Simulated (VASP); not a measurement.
All values below come from vdW-DF2, VASP's PBE PAW potentials (set 64) (plane waves; VASP).

The input files of a VASP run:

**KPOINTS**
```
Automatic
0
Gamma
 6 6 6
```

INCAR:
```
NELM  =  100   ! most electronic steps
LWAVE  =  .False.
NEDOS  =  601   ! DOS grid
LREAL  =  .False.
ZAB_VDW  =  -1.8867
LEFG  =  .True.
EDIFF  =  1E-7
ENCUT  =  520   ! plane-wave cut-off (eV)
SYSTEM  =  KMgF3
LCHARG  =  .True.
AGGAC  =  0.0
LUSE_VDW  =  .True.
ALGO  =  Normal   ! blocked Davidson
LORBIT  =  11
ISIF  =  2
PREC  =  Accurate
ISMEAR  =  -5
GGA  =  ML
LASPH  =  .True.   ! aspherical one-centre terms
```

### POSCAR
```
KMgF3
1
    4.0496668627     0.0000000000    -0.0000000000
    0.0000000000     4.0496668627    -0.0000000000
    0.0000000000     0.0000000000     4.0496668627
K Mg F
1 1 3
Direct
  0.0000000000   0.0000000000   0.0000000000
  0.5000000000   0.5000000000   0.5000000000
  0.5000000000   0.0000000000   0.5000000000
  0.0000000000   0.5000000000   0.5000000000
  0.5000000000   0.5000000000   0.0000000000
```

POTCAR, in this order: K_sv Mg F (PBE.64 set). Program: vasp_std.

Q: What will the output report for the number of irreducible k-points (NKPTS), largest plane-wave count, number of space-group operations, FFT grid (NGX, NGY, NGZ)?

A: 
The number of irreducible k-points (NKPTS) is 20 and the largest plane-wave count is 1811. The number of space-group operations is 48 and the FFT grid (NGX, NGY, NGZ) comes out as 30 × 30 × 30.

The compound is KMgF3 in the cubic perovskite structure. It was relaxed first.
